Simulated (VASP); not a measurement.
Given:

```
CELL_PARAMETERS angstrom
      1.35660    -2.34970     0.00000
      1.35660     2.34970     0.00000
      0.00000     0.00000     5.04900
ATOMIC_POSITIONS crystal
  Zn 0.33333 0.66667 0.25000
  Zn 0.66667 0.33333 0.75000
```

The numbers are results of PBE GGA, VASP's PBE PAW potentials (set 64) (plane waves; VASP), not measurements. Run with 400 eV cut-off, 14×14×7 Γ-centred mesh, Fermi-Dirac smearing of 0.20 eV, potentials Zn.

Q: Estimate the energy per atom (σ→0), pressure, band gap (on the k-mesh) with the smallest direct gap where there is one.

A: 
* **band gap (on the k-mesh)**: none (metal, semimetal or under 0.01 eV)
* **energy per atom (σ→0)**: -1.092 eV/atom
* **pressure**: -3.77 GPa

Only differences to runs with the same potentials and settings are physical.

The compound is Zn in the hcp structure. The cell was not relaxed at this level. The run is one of a series of settings (ISMEAR = -1, SIGMA = 0.2 against the base run), some of them coarse on purpose.
